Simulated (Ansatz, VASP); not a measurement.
# Cross-check of ZrNi3 (ZrNi3 (P6_3/mmc)) between VASP and Ansatz

Aim: how closely do two programs agree when they are given the same cell, functional and k mesh? The cell is taken from a series of runs on this material, whose earlier steps may have relaxed, scaled, displaced or heated it; both programs get it as it stands.

Calculated with Ansatz 0.2.0; plane waves, with VASP 6.6.1 beside it; relaxation of cell and atoms at r2SCAN.

## (1) The structure

The structure is hexagonal, space group P6_3/mmc (No. 194). Conventional cell: a = 5.265 Å, b = 5.265 Å, c = 4.269 Å, α = 90.00°, β = 90.00°, γ = 120.00°. Nearest to Zr lie 12 Ni at 2.63 to 2.68 Å. Nearest to Ni lie 6 Ni at 2.46 to 2.56 Å and 4 Zr at 2.63 to 2.68 Å. Farther neighbours are not listed.

Coordinates:

```cif
data_structure
_symmetry_space_group_name_H-M 'P 1'
_symmetry_Int_Tables_number 1
_cell_length_a 5.2646
_cell_length_b 5.2646
_cell_length_c 4.2690
_cell_angle_alpha 90.000
_cell_angle_beta 90.000
_cell_angle_gamma 120.000
_cell_volume 102.47
loop_
_atom_site_label
_atom_site_type_symbol
_atom_site_fract_x
_atom_site_fract_y
_atom_site_fract_z
_atom_site_occupancy
Zr1 Zr 0.66667 0.33333 0.75000 1
Zr2 Zr 0.33333 0.66667 0.25000 1
Ni3 Ni 0.15587 0.31174 0.75000 1
Ni4 Ni 0.84413 0.15587 0.25000 1
Ni5 Ni 0.84413 0.68826 0.25000 1
Ni6 Ni 0.15587 0.84413 0.75000 1
Ni7 Ni 0.68826 0.84413 0.75000 1
Ni8 Ni 0.31174 0.15587 0.25000 1
```

## (2) VASP: relaxation of cell and atoms, r2SCAN

The relaxed volume is the usual yardstick between codes: in a stiff, nearly cubic crystal its relative difference is about their pressure difference at one cell divided by the bulk modulus.

Lines of VASP's logs that name or quote its potential files are left out, and so is its time.

INCAR

```
SYSTEM = ZrNi3
PREC = Accurate
ENCUT = 660
EDIFF = 1E-07
NELM = 120
ISMEAR = -1
SIGMA = 0.05
LREAL = .FALSE.
ALGO = Normal
METAGGA = R2SCAN
LASPH = .TRUE.
NBANDS = 52
LORBIT = 11
LWAVE = .FALSE.
LCHARG = .FALSE.
ISIF = 3
IBRION = 2
NSW = 80
EDIFFG = -0.005
GGA_COMPAT = .FALSE.
NELMIN = 4
LMIXTAU = .TRUE.
KPAR = 2
```

POSCAR

```
ZrNi3
1.0
    5.2646310000      0.0000000000      0.0000000000
   -2.6323160000      4.5593040000      0.0000000000
    0.0000000000      0.0000000000      4.2689730000
Zr Ni
2 6
Direct
    0.6666667933      0.3333333333      0.7500000586
    0.3333333966      0.6666666667      0.2499999414
    0.1558692149      0.3117383706      0.7500000586
    0.8441307568      0.1558691853      0.2499999414
    0.8441309750      0.6882616294      0.2499999414
    0.1558692432      0.8441308147      0.7500000586
    0.6882617319      0.8441308147      0.7500000586
    0.3117384581      0.1558691853      0.2499999414
```

KPOINTS

```
Automatic mesh
0
Gamma
9 9 9
0 0 0
```

PAW data sets: Zr_sv and Ni (PBE family, release 64).

The run is started by

```bash
$ mpirun -np 2 vasp_std
```

Numbers of over 12 decimals in the logs are rounded to 6 here.

Output:

```text
[banner, memory and clock lines left out]
running    2 mpi-ranks, on    1 nodes
 distrk:  each k-point on    1 cores,    2 groups
 distr:  one band on    1 cores,    1 groups

 POSCAR found type information on POSCAR ZrNi
 POSCAR found :  2 types and       8 ions
|                                                                             |
|               ----> ADVICE to this user running VASP <----                  |
|                                                                             |
|     You enforced a specific xc type in the INCAR file but a different       |
|     [... a line on the potential file left out ...]
|     I HOPE YOU KNOW WHAT YOU ARE DOING!                                     |
|                                                                             |

 LDA part: xc-table for (None), standard interpolation
 POSCAR, INCAR and KPOINTS ok, starting setup
 FFT: planning ... GRIDC
 FFT: planning ... GRID_SOFT
 FFT: planning ... GRID
 WAVECAR not read
 entering main loop
       N       E                     dE             d eps       ncg     rms          rms(c)
DAV:   1     0.905290193876E+03    0.90529E+03   -0.45724E+04  6240   0.264E+03
DAV:   2    -0.124383442211E+02   -0.91773E+03   -0.88483E+03  6688   0.569E+02
DAV:   3    -0.133901193262E+03   -0.12146E+03   -0.11325E+03  6568   0.229E+02
DAV:   4    -0.149068113113E+03   -0.15167E+02   -0.14892E+02 10756   0.576E+01
DAV:   5    -0.149695268357E+03   -0.62716E+00   -0.62513E+00  9088   0.120E+01    0.415E+01
DAV:   6    -0.143188435516E+03    0.65068E+01   -0.18581E+02  8252   0.150E+02    0.404E+01
DAV:   7    -0.120463089842E+03    0.22725E+02   -0.57014E+01  7796   0.792E+01    0.821E+00
DAV:   8    -0.120410445434E+03    0.52644E-01   -0.92634E+00  9392   0.182E+01    0.607E+00
DAV:   9    -0.120765734759E+03   -0.35529E+00   -0.12925E+00  8424   0.108E+01    0.210E+00
DAV:  10    -0.120808291068E+03   -0.42556E-01   -0.22076E-01  9392   0.334E+00    0.644E-01
DAV:  11    -0.120758887886E+03    0.49403E-01   -0.73196E-02  8536   0.165E+00    0.507E-01
DAV:  12    -0.120808420288E+03   -0.49532E-01   -0.28912E-02  8732   0.139E+00    0.166E-01
DAV:  13    -0.120806481540E+03    0.19387E-02   -0.47035E-03  8340   0.486E-01    0.118E-01
DAV:  14    -0.120808617981E+03   -0.21364E-02   -0.13232E-03  6796   0.236E-01    0.313E-02
DAV:  15    -0.120808748400E+03   -0.13042E-03   -0.36393E-04  8404   0.116E-01    0.308E-02
DAV:  16    -0.120808754493E+03   -0.60930E-05   -0.17831E-05  9360   0.280E-02    0.289E-02
DAV:  17    -0.120808757050E+03   -0.25573E-05   -0.11478E-05  8972   0.204E-02    0.172E-02
DAV:  18    -0.120808752004E+03    0.50466E-05   -0.13090E-05  8836   0.347E-02    0.105E-02
DAV:  19    -0.120808753614E+03   -0.16108E-05   -0.19528E-06  7364   0.875E-03    0.591E-03
DAV:  20    -0.120808752408E+03    0.12059E-05   -0.91706E-07  7736   0.789E-03    0.359E-03
DAV:  21    -0.120808752749E+03   -0.34063E-06   -0.39075E-07  6468   0.521E-03    0.104E-03
DAV:  22    -0.120808752679E+03    0.70202E-07   -0.11914E-07  3496   0.199E-03
   1 F= -.12080875E+03 E0= -.12079896E+03  d E =-.120809E+03
[...]
2 F= -.12080952E+03 E0= -.12079973E+03  d E =-.767765E-03
[...]
3 F= -.12080952E+03 E0= -.12079973E+03  d E =-.767638E-03
[...]
4 F= -.12080968E+03 E0= -.12079994E+03  d E =-.158114E-03
[...]
5 F= -.12080971E+03 E0= -.12079995E+03  d E =-.186293E-03
[...]
6 F= -.12080971E+03 E0= -.12079995E+03  d E =-.185917E-03
 curvature:  -0.46 expect dE=-0.291E-04 dE for cont linesearch -0.362E-07
 trial: gam= 0.14823 g(F)=  0.549E-06 g(S)=  0.631E-04 ort =-0.725E-05 (trialstep = 0.941E+00)
 search vector abs. value=  0.761E-04
 bond charge predicted
       N       E                     dE             d eps       ncg     rms          rms(c)
DAV:   1    -0.120809900184E+03   -0.19388E-03   -0.10346E-02  6244   0.585E-01    0.115E-01
DAV:   2    -0.120809916022E+03   -0.15838E-04   -0.15399E-03  7528   0.408E-01    0.119E-01
DAV:   3    -0.120809761745E+03    0.15428E-03   -0.60233E-04  8120   0.267E-01    0.448E-02
DAV:   4    -0.120809739323E+03    0.22422E-04   -0.88154E-05  9092   0.709E-02    0.166E-02
DAV:   5    -0.120809740804E+03   -0.14813E-05   -0.12315E-05  7868   0.323E-02    0.912E-03
DAV:   6    -0.120809739574E+03    0.12301E-05   -0.47582E-06  7552   0.120E-02    0.268E-03
DAV:   7    -0.120809741241E+03   -0.16670E-05   -0.15792E-06  6816   0.748E-03    0.147E-03
DAV:   8    -0.120809741383E+03   -0.14179E-06   -0.27802E-07  4824   0.455E-03    0.884E-04
DAV:   9    -0.120809741527E+03   -0.14441E-06   -0.80921E-08  3264   0.224E-03    0.377E-04
DAV:  10    -0.120809741547E+03   -0.19563E-07   -0.16225E-08  3192   0.893E-04
   7 F= -.12080974E+03 E0= -.12080000E+03  d E =-.353125E-04
 trial-energy change:   -0.000035  1 .order   -0.000037   -0.000059   -0.000016
 step:   1.5494(harm=  1.2805)  dis= 0.00057  next Energy=  -120.809746 (dE=-0.398E-04)
 reached required accuracy - stopping structural energy minimisation
```

Parts of OUTCAR (step 2):

```text
ion  position               nearest neighbor table
   1  0.667  0.333  0.750-   3 2.63   6 2.63   6 2.63   7 2.63   7 2.63   3 2.63   4 2.68   5 2.68
                             8 2.68   4 2.68   5 2.68   8 2.68   2 3.71   2 3.71   2 3.71   2 3.71
   2  0.333  0.667  0.250-   4 2.63   5 2.63   8 2.63   4 2.63   8 2.63   5 2.63   3 2.68   6 2.68
                             7 2.68   3 2.68   6 2.68   7 2.68   1 3.71   1 3.71   1 3.71   1 3.71
   3  0.156  0.312  0.750-   7 2.46   6 2.46   4 2.56   8 2.56   4 2.56   8 2.56   1 2.63   1 2.63
                             2 2.68   2 2.68   6 2.80   7 2.80
   4  0.844  0.156  0.250-   5 2.46   8 2.46   7 2.56   3 2.56   7 2.56   3 2.56   2 2.63   2 2.63
                             1 2.68   1 2.68   8 2.80   5 2.80
   5  0.844  0.688  0.250-   8 2.46   4 2.46   6 2.56   7 2.56   6 2.56   7 2.56   2 2.63   2 2.63
                             1 2.68   1 2.68   4 2.80   8 2.80
   6  0.156  0.844  0.750-   7 2.46   3 2.46   5 2.56   8 2.56   5 2.56   8 2.56   1 2.63   1 2.63
                             2 2.68   2 2.68   3 2.80   7 2.80
   7  0.688  0.844  0.750-   3 2.46   6 2.46   4 2.56   5 2.56   4 2.56   5 2.56   1 2.63   1 2.63
                             2 2.68   2 2.68   3 2.80   6 2.80
   8  0.312  0.156  0.250-   5 2.46   4 2.46   6 2.56   3 2.56   6 2.56   3 2.56   2 2.63   2 2.63
                             1 2.68   1 2.68   4 2.80   5 2.80

  LATTYP: Found a hexagonal cell.
 ALAT       =     5.2646310000
 C/A-ratio  =     0.8108779134

 Subroutine GETGRP returns: Found 24 space group operations
 (whereof 12 operations were pure point group operations)

The static configuration has the point symmetry D_3d.
 The point group associated with its full space group is D_6h.

 Found     60 irreducible k-points:

   k-points           NKPTS =     60   k-points in BZ     NKDIM =     60   number of bands    NBANDS=     52

   dimension x,y,z NGX =    48 NGY =   48 NGZ =   36
   dimension x,y,z NGXF=    96 NGYF=   96 NGZF=   72

   ENCUT  =  660.0 eV  48.51 Ry    6.96 a.u.  11.03 11.03  8.94*2*pi/ulx,y,z

   NELECT =      84.0000    total number of electrons

 k-points in reciprocal lattice and weights: Automatic mesh
   0.00000000  0.00000000  0.00000000       0.001
   0.11111111  0.00000000  0.00000000       0.008
   0.22222222 -0.00000000  0.00000000       0.008
   0.33333333 -0.00000000  0.00000000       0.008
   0.44444444 -0.00000000  0.00000000       0.008
   0.11111111  0.11111111  0.00000000       0.008
   0.22222222  0.11111111  0.00000000       0.016
   0.33333333  0.11111111  0.00000000       0.016
   0.44444444  0.11111111  0.00000000       0.008
[...]
0.33333333  0.22222222  0.44444444       0.033
   0.33333333  0.33333333  0.44444444       0.005

 average (electrostatic) potential at core
       1 -78.6433       2 -78.6433       3 -86.4050       4 -86.4051       5 -86.4051
       6 -86.4051       7 -86.4050       8 -86.4051

 E-fermi :  10.1649

 k-point     1 :       0.0000    0.0000    0.0000
  band No.  band energies     occupation
    ...
     37       8.8366      2.00000
     38       9.3167      2.00000
     39       9.5318      1.99999
     40       9.6384      1.99995
     41       9.6603      1.99992
     42      10.5228      0.00156
     43      11.0181      0.00000
     44      11.0181      0.00000
     45      11.1889      0.00000
     46      11.1889      0.00000
    ...

 k-point     2 :       0.1111    0.0000    0.0000
  band No.  band energies     occupation
    ...
     37       8.8274      2.00000
     38       9.1542      2.00000
     39       9.5132      2.00000
     40       9.6029      1.99997
     41       9.6308      1.99995
     42      10.2517      0.29974
     43      11.0268      0.00000
     44      11.0345      0.00000
     45      11.1978      0.00000
     46      11.4666      0.00000
    ...

 k-point     3 :       0.2222   -0.0000    0.0000
  band No.  band energies     occupation
    ...
     38       8.8141      2.00000
     39       9.3969      2.00000
     40       9.5100      2.00000
     41       9.6120      1.99997
     42       9.7699      1.99926
     43      11.0327      0.00000
     44      11.0591      0.00000
     45      11.2368      0.00000
     46      11.8807      0.00000
     47      12.1034      0.00000
    ...

  Total        0.0108395      0.0108395     -0.0237373     -0.0000000     -0.0000000      0.0000000
  in kB        0.1692276      0.1692276     -0.3705887     -0.0000000     -0.0000000      0.0000000
  external PRESSURE =      -0.0107112 kB  Pullay stress =       0.0000000 kB

  energy-cutoff  :      660.00
  volume of cell :      102.62
      direct lattice vectors                 reciprocal lattice vectors
     5.267029891 -0.000000000  0.000000000     0.189860324  0.109615934 -0.000000000
    -2.633515446  4.561381501 -0.000000000     0.000000000  0.219231827 -0.000000000
    -0.000000000  0.000000000  4.271575033    -0.000000000 -0.000000000  0.234105685

 POSITION                                       TOTAL-FORCE (eV/Angst)
 -----------------------------------------------------------------------------------
      2.63352      1.52046      3.20368        -0.000000     -0.000000      0.000000
     -0.00000      3.04092      1.06789         0.000000      0.000000      0.000000
      0.00000      1.41720      3.20368         0.000000     -0.000056     -0.000000
      4.03970      0.70860      1.06789         0.000049     -0.000028     -0.000000
      2.63352      3.14418      1.06789        -0.000000      0.000056     -0.000000
     -1.40619      3.85278      3.20368        -0.000049      0.000028     -0.000000
      1.40619      3.85278      3.20368         0.000049      0.000028     -0.000000
      1.22733      0.70860      1.06789        -0.000049     -0.000028      0.000000
 -----------------------------------------------------------------------------------
    total drift:                               -0.001248      0.000305     -0.000404

  FREE ENERGIE OF THE ION-ELECTRON SYSTEM (eV)
  ---------------------------------------------------
  free  energy   TOTEN  =      -120.8097415467 eV

  energy  without entropy=     -120.7902569597  energy(sigma->0) =     -120.79999925

 reached required accuracy - stopping structural energy minimisation

 total charge
# of ion       s       p       d       tot
------------------------------------------
    1        2.226   6.011   1.602   9.839
    2        2.226   6.011   1.602   9.839
    3        0.542   0.500   8.390   9.433
    4        0.542   0.500   8.390   9.433
    5        0.542   0.500   8.390   9.433
    6        0.542   0.500   8.390   9.433
    7        0.542   0.500   8.390   9.433
    8        0.542   0.500   8.390   9.433
--------------------------------------------------
tot          7.705  15.023  53.545  76.273

[... 3 further parts left out ...]
```

This run has no spin polarisation, so a moment on Ni, if there is one, isn't seen. The PAW data sets were made with PBE, which is usual practice but a small mismatch for other functionals. The run keeps the 24 symmetry operations of its start, so it cannot find a distortion of lower symmetry.

[end of part 1 of 2]

[Lines on the potential files, build, host, timing and source positions are cut from VASP's logs without a mark.]

[Logs are printed without paths, hosts, clocks, repeated set-up lines and the standing remarks that a program may print on its own settings, such as how far it seeks lower states.]

[Hosts, paths, dates, database ids (printed as entryN), source tags and the programs' standing remarks are cut or masked in the printed files.]
